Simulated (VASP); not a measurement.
A VASP calculation is set up with these files.

POSCAR:
```
Mg3Sb2
1
    2.3233902305    -4.0242300897     0.0000000000
    2.3233902305     4.0242300897     0.0000000000
    0.0000000000     0.0000000000     7.3372503895
Mg Sb
3 2
Direct
  0.0000000000   1.0000000000   1.0000000000
  0.3333330000   0.6666670000   0.6334185889
  0.6666670000   0.3333330000   0.3665814111
  0.3333330000   0.6666670000   0.2265564142
  0.6666670000   0.3333330000   0.7734435858
```

INCAR:
```
# general
SYSTEM   =  Mg3Sb2
PREC     =  Accurate
ENCUT    =  520
LREAL    =  .FALSE.
LASPH    =  .TRUE.

# electronic loop
EDIFF    =  1E-7
NELM     =  100
ALGO     =  Normal
LMAXMIX  =  4

# smearing
ISMEAR   =  0
SIGMA    =  0.05

# functional
GGA      =  91

# ions
IBRION   =  2
NSW      =  30
ISIF     =  4
EDIFFG   =  -0.01

# output
LWAVE    =  .FALSE.
LCHARG   =  .FALSE.
```

### KPOINTS
```
kpoints
0
G
 6 6 3
```

POTCAR, in this order: Mg Sb (PBE.64 set). Program: vasp_std.

Task: Write an equivalent input for Quantum ESPRESSO's pw.x.

Result: One equivalent input (not run):
```
&CONTROL
  calculation = 'vc-relax'
  pseudo_dir = './pseudo'
  outdir = './out'
  tprnfor = .true.
  tstress = .true.
  nstep = 30
  forc_conv_thr = 0.00039
/
&SYSTEM
  ibrav = 0
  nat = 5
  ntyp = 2
  ecutwfc = 84
  occupations = 'smearing'
  smearing = 'gaussian'
  degauss = 0.003675
  input_dft = 'pw91'
/
&ELECTRONS
  conv_thr = 7.3e-09
  electron_maxstep = 100
/
&IONS
/
&CELL
  cell_dofree = 'shape'
/
ATOMIC_SPECIES
  Mg 24.305 Mg.upf
  Sb 121.760 Sb.upf
CELL_PARAMETERS angstrom
     2.3233902   -4.0242301    0.0000000
     2.3233902    4.0242301    0.0000000
     0.0000000    0.0000000    7.3372504
ATOMIC_POSITIONS crystal
  Mg   0.0000000  1.0000000  1.0000000
  Mg   0.3333330  0.6666670  0.6334186
  Mg   0.6666670  0.3333330  0.3665814
  Sb   0.3333330  0.6666670  0.2265564
  Sb   0.6666670  0.3333330  0.7734436
K_POINTS automatic
  6 6 3 0 0 0
```
What does not carry over: the potentials are each code's own (VASP's PAW set, PseudoDojo norm-conserving files in pw.x), so ENCUT and ecutwfc are chosen apart and not converted; conv_thr bounds pw.x's estimated SCF error, while EDIFF bounds the energy change between steps; forc_conv_thr acts on force components and is met together with etot_conv_thr.

The compound is Mg3Sb2 in the a-la2o3 structure. This cell is one point of a volume scan, at 1.03 of the reference volume. Symmetry was kept, so distortions that lower it aren't found.
